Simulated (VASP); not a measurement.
Input:

```xyz
2
Lattice="0.0000 3.1849 3.1849 3.1849 0.0000 3.1849 3.1849 3.1849 0.0000" Properties=species:S:1:pos:R:3 pbc="T T T"
K      0.0000     0.0000     0.0000
Cl     3.1849     3.1849     3.1849
```

Calculation: PBE GGA, VASP's PBE PAW potentials (set 64) (plane waves; VASP 6.6.1). Settings: 300 eV cut-off, 7×7×7 Γ-centred mesh, Fermi-Dirac smearing of 0.050 eV, potentials K_sv Cl.

Q: Give the electronic dielectric tensor ε∞ (DFPT, local fields included).

A: 
```
2.29  0.00  0.00
0.00  2.29  0.00
0.00  0.00  2.29
```

Q: Give the Born effective charges.

A: 
```json
[
 {"atom": "K1", "Z*xx": "1.12", "Z*yy": "1.12", "Z*zz": "1.12", "mean": "1.12"},
 {"atom": "Cl2", "Z*xx": "-1.12", "Z*yy": "-1.12", "Z*zz": "-1.12", "mean": "-1.12"}
]
```

Q: And the static tensor with the ions free?

A: 
```
5.45  0.00  0.00
0.00  5.45  0.00
0.00  0.00  5.45
```

Q: Which frequencies do the optical Γ-point modes have (no LO-TO splitting)?

A: 128 (×3) cm⁻¹.

The structure is a typed KCl crystal (Fm-3m). The cell was not relaxed at this level. The run is one of a series of settings (EDIFF = 1E-8, IBRION = 8, LEPSILON = .TRUE., NSW = 1 against the base run), some of them coarse on purpose.
